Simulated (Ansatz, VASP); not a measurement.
# CdF2: VASP beside Ansatz, part 2 of 2

Aim: how closely do two programs agree when they are given the same cell, functional and k mesh?

VASP 6.6.1 and Ansatz 0.2.0.

So far. Step 2 (VASP: band structure, PBE): Spin-orbit coupling is off here; it would split degenerate levels. At this level the cell is under a pressure of 6.2 GPa, so at these settings it is away from equilibrium. Step 4 (Comparison): Among the levels compared at these points, filled levels agree within 14 meV and empty ones within 33 meV. Ansatz's pressure holds a Pulay correction of 0.68 GPa; VASP's holds none.

## (6) VASP: dielectric response, PBE

Level of this step: PBE; plane waves and PAW (Cd, F) (VASP).

The same cell, functional and mesh now go to VASP, with its own data sets and cutoff.

The input, INCAR:

```
SYSTEM = CdF2
PREC = Accurate
ENCUT = 520
EDIFF = 1E-08
NELM = 100
ISMEAR = 0
SIGMA = 0.01
LREAL = .FALSE.
ALGO = Normal
GGA = PE
NBANDS = 19
LORBIT = 11
LWAVE = .FALSE.
LCHARG = .FALSE.
KPAR = 4
LEPSILON = .TRUE.
```

The input, POSCAR:

```
CdF2
1.0
    0.0000000000      2.6940000000      2.6940000000
    2.6940000000      0.0000000000      2.6940000000
    2.6940000000      2.6940000000      0.0000000000
Cd F
1 2
Direct
    0.0000000000      0.0000000000      0.0000000000
    0.2500000000      0.2500000000      0.2500000000
    0.7500000000      0.7500000000      0.7500000000
```

The input, KPOINTS:

```
Automatic mesh
0
Gamma
7 7 7
0 0 0
```

PAW data sets: Cd and F (PBE family, release 64).

Command:

```bash
> mpirun -np 4 vasp_std
```

Numbers of over 12 decimals in the logs are rounded to 6 here.

Output:

```text
[... set-up lines as in an earlier step ...]
 entering main loop
       N       E                     dE             d eps       ncg     rms          rms(c)
DAV:   1     0.190633904744E+03    0.19063E+03   -0.15872E+04   800   0.139E+03
DAV:   2    -0.435856970963E+01   -0.19499E+03   -0.18909E+03   807   0.350E+02
DAV:   3    -0.125284082210E+02   -0.81698E+01   -0.81454E+01   835   0.785E+01
DAV:   4    -0.125661088868E+02   -0.37701E-01   -0.37698E-01   829   0.542E+00
[...]
DAV:  14    -0.108592947293E+02    0.22381E-06   -0.54324E-07   808   0.952E-03    0.953E-04
DAV:  15    -0.108592947626E+02   -0.33290E-07   -0.73967E-08   835   0.259E-03    0.335E-04
DAV:  16    -0.108592947687E+02   -0.61004E-08   -0.17120E-09   628   0.412E-04
   1 F= -.10859295E+02 E0= -.10859295E+02  d E =-.219301E-16
 Linear response reoptimize wavefunctions to high precision
DAV:   1    -0.108592947722E+02   -0.34502E-08   -0.10284E-10   440   0.135E-04
DAV:   2    -0.108592947721E+02    0.70031E-10   -0.41427E-12   422   0.308E-05
 Linear response G [H, r] |phi>, progress :
  Direction:   1
[...]
RMM:  10    -0.206566707996E+00    0.18261E-06    0.25425E-09  1722   0.131E-04    0.190E-05
RMM:  11    -0.206566530630E+00    0.17737E-06    0.44468E-10  1227   0.937E-05    0.502E-06
 change of polarisation eV/A/(eV/A) component  2 :     0.023     0.389    -0.017
 dielectric tensor                  component  2 :     0.107     2.799    -0.078
 Linear response to external field, progress :
  Direction:   3
       N       E                     dE             d eps       ncg     rms          rms(c)
RMM:   1    -0.194312088449E+00   -0.19431E+00   -0.59117E-01  2905   0.247E+00
RMM:   2    -0.201231582270E+00   -0.69195E-02   -0.32849E-03  2342   0.396E-01    0.683E-01
RMM:   3    -0.198079194905E+00    0.31524E-02   -0.22208E-03  2201   0.369E-01    0.389E-01
RMM:   4    -0.204794185116E+00   -0.67150E-02   -0.37827E-03  2255   0.497E-01    0.536E-02
[...]
RMM:   9    -0.206566968510E+00    0.19878E-05   -0.15408E-08  2278   0.509E-04    0.358E-05
RMM:  10    -0.206566708573E+00    0.25994E-06    0.19922E-09  1749   0.135E-04    0.220E-05
RMM:  11    -0.206566526561E+00    0.18201E-06    0.12782E-09  1312   0.974E-05    0.511E-06
 change of polarisation eV/A/(eV/A) component  3 :    -0.001     0.007     0.389
 dielectric tensor                  component  3 :    -0.005     0.035     2.799
 Born effective charges drift removed
```

Parts of OUTCAR (step 6):

```text
  Total        1.5108724      1.5108724      1.5108724      0.0000000     -0.0000000     -0.0000000
  in kB       61.9035556     61.9035556     61.9035556      0.0000000     -0.0000000     -0.0000000
  external PRESSURE =      61.9035556 kB  Pullay stress =       0.0000000 kB

 POSITION                                       TOTAL-FORCE (eV/Angst)
 -----------------------------------------------------------------------------------
      0.00000      0.00000      0.00000        -0.000000      0.000000     -0.000000
      1.34700      1.34700      1.34700         0.000000      0.000000      0.000000
      4.04100      4.04100      4.04100        -0.000000     -0.000000     -0.000000
 -----------------------------------------------------------------------------------
    total drift:                                0.000000      0.000000      0.000000

 MACROSCOPIC STATIC DIELECTRIC TENSOR (including local field effects in DFT)
 ------------------------------------------------------
           2.799125     0.000000    -0.000000
           0.000000     2.799125     0.000000
           0.000000     0.000000     2.799125
 ------------------------------------------------------

[... 1 part as in an earlier step ...]

[... 1 further part left out ...]
```

## (7) Comparison

The two programs side by side:

```csv
quantity,Ansatz,VASP,difference
ε∞ xx,2.85,2.80,+1.71 %
ε∞ yy,2.85,2.80,+1.71 %
ε∞ zz,2.85,2.80,+1.71 %
Born charge of Cd1 (mean of the diagonal) (e),2.47,2.43,+0.03
Born charge of F2 (mean of the diagonal) (e),-1.23,-1.22,-0.02
```

## (8) VASP: band structure, PBE, spin-orbit coupling

Levels along a path test the potential and the projectors away from the mesh points.

The input, INCAR:

```
SYSTEM = CdF2
PREC = Accurate
ENCUT = 520
EDIFF = 1E-06
NELM = 100
ISMEAR = 0
SIGMA = 0.02
LREAL = .FALSE.
ALGO = Normal
GGA = PE
LNONCOLLINEAR = .TRUE.
MAGMOM = 0 0 0 0 0 0 0 0 0
NBANDS = 38
GGA_COMPAT = .FALSE.
LASPH = .TRUE.
LSORBIT = .TRUE.
LORBIT = 11
LWAVE = .FALSE.
LCHARG = .FALSE.
KPAR = 4
```

POSCAR is that of step 6.

The input, KPOINTS:

```
Automatic mesh
0
Gamma
5 5 5
0 0 0
```

The input, KPOINTS_OPT:

```
Line mode
16
Line-mode
Reciprocal
  0.00000000   0.00000000   0.00000000 GAMMA
  0.50000000   0.00000000   0.50000000 X

  0.50000000   0.00000000   0.50000000 X
  0.50000000   0.25000000   0.75000000 W

  0.50000000   0.25000000   0.75000000 W
  0.37500000   0.37500000   0.75000000 K

  0.37500000   0.37500000   0.75000000 K
  0.00000000   0.00000000   0.00000000 GAMMA

  0.00000000   0.00000000   0.00000000 GAMMA
  0.50000000   0.50000000   0.50000000 L

  0.50000000   0.50000000   0.50000000 L
  0.62500000   0.25000000   0.62500000 U

  0.62500000   0.25000000   0.62500000 U
  0.50000000   0.25000000   0.75000000 W

  0.50000000   0.25000000   0.75000000 W
  0.50000000   0.50000000   0.50000000 L

  0.50000000   0.50000000   0.50000000 L
  0.37500000   0.37500000   0.75000000 K

  0.62500000   0.25000000   0.62500000 U
  0.50000000   0.00000000   0.50000000 X
```

Command:

```bash
> mpirun -np 4 vasp_ncl
```

Output:

```text
[... set-up lines as in an earlier step ...]
 entering main loop
       N       E                     dE             d eps       ncg     rms          rms(c)
DAV:   1     0.231105393336E+03    0.23111E+03   -0.14739E+04   768   0.140E+03
DAV:   2     0.479240648035E+00   -0.23063E+03   -0.22038E+03   826   0.388E+02
DAV:   3    -0.125078658292E+02   -0.12987E+02   -0.12927E+02   832   0.101E+02
DAV:   4    -0.125887234431E+02   -0.80858E-01   -0.80840E-01   856   0.835E+00
[...]
DAV:  13    -0.108827115033E+02    0.21044E-05   -0.14742E-05   814   0.515E-02    0.714E-03
DAV:  14    -0.108827132986E+02   -0.17952E-05   -0.63559E-06   778   0.237E-02    0.488E-03
DAV:  15    -0.108827129524E+02    0.34616E-06   -0.44164E-07   540   0.826E-03
   1 F= -.10882713E+02 E0= -.10882713E+02  d E =-.183199E-23  mag=    -0.0000    -0.0000    -0.0000
 Start KPOINTS_OPT (optional k-point list driver)
k-point batch [1-10\160]
       N       E                     dE             ncg
DAV:   1     0.616060520151E+03   -0.93186E+03      760
DAV:   2    -0.163925807331E+04   -0.22553E+04      822
DAV:   3    -0.177037011148E+04   -0.13111E+03      856
DAV:   4    -0.177117251947E+04   -0.80241E+00      838
DAV:   5    -0.177117561444E+04   -0.30950E-02      874
DAV:   6    -0.177117563171E+04   -0.17267E-04      850
DAV:   7    -0.177117563181E+04   -0.10188E-06      610
[...]
k-point batch [151-160\160]
       N       E                     dE             ncg
DAV:   1     0.543693940332E+03   -0.92941E+04      776
DAV:   2    -0.168322634605E+04   -0.22269E+04      844
DAV:   3    -0.180607643566E+04   -0.12285E+03      862
DAV:   4    -0.180678659904E+04   -0.71016E+00      820
DAV:   5    -0.180678897976E+04   -0.23807E-02      850
DAV:   6    -0.180678899229E+04   -0.12529E-04      820
DAV:   7    -0.180678899236E+04   -0.71342E-07      536
```

Parts of OUTCAR (step 8):

```text
  Total        1.5177620      1.5177620      1.5177620     -0.0000000      0.0000000     -0.0000000
  in kB       62.1858378     62.1858378     62.1858378     -0.0000000      0.0000000     -0.0000000
  external PRESSURE =      62.1858378 kB  Pullay stress =       0.0000000 kB

 POSITION                                       TOTAL-FORCE (eV/Angst)
 -----------------------------------------------------------------------------------
      0.00000      0.00000      0.00000        -0.000000      0.000000     -0.000000
      1.34700      1.34700      1.34700         0.000000     -0.000000      0.000000
      4.04100      4.04100      4.04100        -0.000000      0.000000     -0.000000
 -----------------------------------------------------------------------------------
    total drift:                                0.000000      0.000000      0.000000

  FREE ENERGIE OF THE ION-ELECTRON SYSTEM (eV)
  ---------------------------------------------------
  free  energy   TOTEN  =       -10.8827129524 eV

  energy  without entropy=      -10.8827129524  energy(sigma->0) =      -10.88271295

 magnetization (x)
# of ion       s       p       d       tot
------------------------------------------
    1        0.000  -0.000   0.000   0.000
    2        0.000   0.000   0.000   0.000
    3       -0.000  -0.000   0.000  -0.000
--------------------------------------------------
tot          0.000  -0.000   0.000  -0.000

 magnetization (y)
# of ion       s       p       d       tot
------------------------------------------
    1       -0.000   0.000   0.000  -0.000
    2        0.000   0.000   0.000   0.000
    3        0.000   0.000   0.000   0.000
--------------------------------------------------
tot         -0.000   0.000   0.000  -0.000

 magnetization (z)
# of ion       s       p       d       tot
------------------------------------------
    1        0.000   0.000   0.000   0.000
    2        0.000   0.000   0.000   0.000
    3        0.000   0.000   0.000   0.000
--------------------------------------------------
tot          0.000   0.000   0.000   0.000

[... 1 part as in an earlier step ...]

[... 2 further parts left out ...]
[key lines of the parts left out:]
E-fermi :  -1.2504
```

The run ends at a pressure of 6.22 GPa.

## (9) Ansatz: band structure, PBE, spin-orbit coupling

The same cell, functional, mesh and smearing now go to Ansatz, which takes its cutoff from its data sets.

The input, input.yaml:

```yaml
crystal:
  lattice:
    - [0.0, 2.694, 2.694]
    - [2.694, 0.0, 2.694]
    - [2.694, 2.694, 0.0]
  atoms:
    - { symbol: Cd, position: [0.0, 0.0, 0.0] }
    - { symbol: F, position: [0.25, 0.25, 0.25] }
    - { symbol: F, position: [0.75, 0.75, 0.75] }
hamiltonian:
  xc: pbe
  pseudopotentials: { kind: paw_fr }
magnetization:
  noncollinear: true
  spin_orbit: true
kpoints:
  mp_grid: { grid: [5, 5, 5] }
  band_path:
    path:
      - [0.0, 0.0, 0.0]
      - [0.16667, 0.0, 0.16667]
      - [0.33333, 0.0, 0.33333]
      - [0.5, 0.0, 0.5]
      - [0.5, 0.08333, 0.58333]
      - [0.5, 0.18333, 0.68333]
      - [0.5, 0.25, 0.75]
      - [0.45, 0.3, 0.75]
      - [0.40833, 0.34167, 0.75]
      - [0.35, 0.35, 0.7]
      - [0.225, 0.225, 0.45]
      - [0.075, 0.075, 0.15]
      - [0.03333, 0.03333, 0.03333]
      - [0.23333, 0.23333, 0.23333]
      - [0.4, 0.4, 0.4]
      - [0.51667, 0.46667, 0.51667]
      - [0.55833, 0.38333, 0.55833]
      - [0.60833, 0.28333, 0.60833]
      - [0.60833, 0.25, 0.64167]
      - [0.55833, 0.25, 0.69167]
      - [0.51667, 0.25, 0.73333]
      - [0.5, 0.3, 0.7]
      - [0.5, 0.38333, 0.61667]
      - [0.5, 0.48333, 0.51667]
      - [0.475, 0.475, 0.55]
      - [0.425, 0.425, 0.65]
      - [0.38333, 0.38333, 0.73333]
      - [0.59167, 0.18333, 0.59167]
      - [0.55, 0.1, 0.55]
      - [0.5, 0.0, 0.5]
    npoints: 1
scf:
  occupations: { method: gaussian, width: 0.02 }
  n_extra_bands: 14
output:
  forces: true
  stress: true
  eigenvalues: true
```

Command:

```bash
> ansatz run input.yaml --threads 2 --pin off --max-ram 4608MiB --backend cpu --events-out ev --progress --plain --runs-dir out
```

Output:

```text
[...]
non-collinear run that drives no moment, with spin-orbit: no starting moment large enough to seed its density (crystal.atoms[].spin), no starting occupations that ask for one, no magnetisation constraint and no magnetic field, so the semilocal B_xc is pinned to zero
Crystal: 3 atoms, lattice volume = 39.104 Å³
[...]
k-point 1: bands = [... 30 lower, 5.9392, 5.9392, 6.0353, 6.0353, 10.8576, 10.8576, 17.6936, 17.6936, ... 10 higher]
  k-point 2: bands = [... 30 lower, 5.9879, 5.9879, 6.1045, 6.1045, 13.0857, 13.0857, 16.0212, 16.0212, ... 10 higher]
  k-point 9: bands = [... 30 lower, 5.8876, 5.8876, 6.3674, 6.3674, 14.1666, 14.1666, 16.8625, 16.8625, ... 10 higher]
[key lines of the parts left out:]
SCF converged after 8 iterations
Magnetization: |M| = 0.0000 μB,  M = (+0.0000, +0.0000, +0.0000) μB
Free energy (F): -9874.821052 eV
Fermi energy:    7.956850 eV
P = ⅓ Tr σ = 5.4406 GPa (54.406 kbar)
```

Elapsed: 10 s, on 2 threads of Arm Neoverse N1, shared host; peak memory 0.36 GiB.

## (10) Differences

What differs besides the data sets and the points named for the pairs above, as far as they apply: spin-orbit coupling enters by fully relativistic files in Ansatz and inside the spheres in VASP; the data sets hold 34 valence electrons in Ansatz (fully relativistic PAW (standard-fr) files) and 26 in VASP. Total energies have different zeros and are not compared.

Compared:

```csv
quantity,Ansatz,VASP,difference
pressure (GPa),5.44,6.22,-0.78
pressure without Ansatz's Pulay correction (GPa),4.76,6.22,-1.46
gap over the path points (eV),3.097,3.064,+0.033
```

Levels at points of the path, from each program's valence-band top (eV; 8 filled, then empty):

```csv
k (reciprocal lattice),Ansatz,VASP
0.000 0.000 0.000,-0.95 -0.95 -0.53 -0.53 -0.53 -0.53 -0.42 -0.42 3.10 3.10 12.29 12.29,-0.95 -0.95 -0.53 -0.53 -0.53 -0.53 -0.42 -0.42 3.06 3.06 12.31 12.31
0.167 0.000 0.167,-1.36 -1.36 -0.51 -0.51 -0.46 -0.46 -0.37 -0.37 4.27 4.27 11.38 11.38,-1.36 -1.36 -0.51 -0.51 -0.46 -0.46 -0.37 -0.37 4.25 4.25 11.38 11.38
0.333 0.000 0.333,-2.32 -2.32 -0.51 -0.51 -0.24 -0.24 -0.16 -0.16 6.43 6.43 10.09 10.09,-2.32 -2.32 -0.50 -0.50 -0.24 -0.24 -0.16 -0.16 6.41 6.41 10.08 10.08
0.500 0.000 0.500,-2.95 -2.95 -0.52 -0.52 -0.13 -0.13 -0.05 -0.05 8.02 8.02 9.65 9.65,-2.96 -2.96 -0.50 -0.50 -0.13 -0.13 -0.05 -0.05 8.00 8.00 9.63 9.63
0.500 0.083 0.583,-2.73 -2.73 -0.54 -0.54 -0.30 -0.30 -0.06 -0.06 8.04 8.04 9.92 9.92,-2.73 -2.73 -0.53 -0.53 -0.30 -0.30 -0.06 -0.06 8.02 8.02 9.90 9.90
0.500 0.183 0.683,-2.07 -2.07 -0.97 -0.97 -0.59 -0.59 -0.01 -0.01 8.08 8.08 10.83 10.83,-2.08 -2.08 -0.97 -0.97 -0.58 -0.58 -0.01 -0.01 8.06 8.06 10.82 10.82
0.500 0.250 0.750,-1.53 -1.53 -1.52 -1.52 -0.61 -0.61 0.00 0.00 8.09 8.09 11.45 11.45,-1.54 -1.54 -1.52 -1.52 -0.59 -0.59 0.00 0.00 8.07 8.07 11.45 11.45
0.450 0.300 0.750,-1.94 -1.94 -1.15 -1.15 -0.57 -0.57 -0.04 -0.04 8.04 8.04 11.06 11.06,-1.94 -1.94 -1.15 -1.15 -0.55 -0.55 -0.04 -0.04 8.02 8.02 11.06 11.06
0.408 0.342 0.750,-2.21 -2.21 -0.99 -0.99 -0.44 -0.44 -0.13 -0.13 8.00 8.00 10.79 10.79,-2.22 -2.22 -0.99 -0.99 -0.43 -0.43 -0.13 -0.13 7.97 7.97 10.78 10.78
0.350 0.350 0.700,-2.15 -2.15 -1.18 -1.18 -0.36 -0.36 -0.23 -0.23 7.88 7.88 10.83 10.83,-2.15 -2.15 -1.18 -1.18 -0.35 -0.35 -0.23 -0.23 7.86 7.86 10.83 10.83
```

Among the levels compared at these points, filled levels agree within 15 meV and empty ones within 32 meV. Ansatz's pressure holds a Pulay correction of 0.68 GPa; VASP's holds none.

## (11) Outcome

```json
{
  "difference in gap over the path points (band structure, PBE)": "0.033 eV",
  "difference in pressure (band structure, PBE)": "-0.74 GPa",
  "difference in ε∞ xx (dielectric response, PBE)": "1.7 %",
  "difference in gap over the path points (band structure, PBE, spin-orbit coupling)": "0.033 eV",
  "difference in pressure (band structure, PBE, spin-orbit coupling)": "-0.78 GPa"
}
```

What this shows: The difference in pressure is -0.78 GPa (band structure, PBE, spin-orbit coupling), within the 1 GPa picked in this series as the mark of a large difference. 2 further runs of this series are not shown here. How closely two codes agree says nothing of how well the functional describes the real material.

[Lines on the potential files, build, host, timing and source positions are cut from VASP's logs without a mark.]

[Logs are printed without paths, hosts, clocks, repeated set-up lines and the standing remarks that a program may print on its own settings, such as how far it seeks lower states.]

[Hosts, paths, dates, database ids (printed as entryN), source tags and the programs' standing remarks are cut or masked in the printed files.]
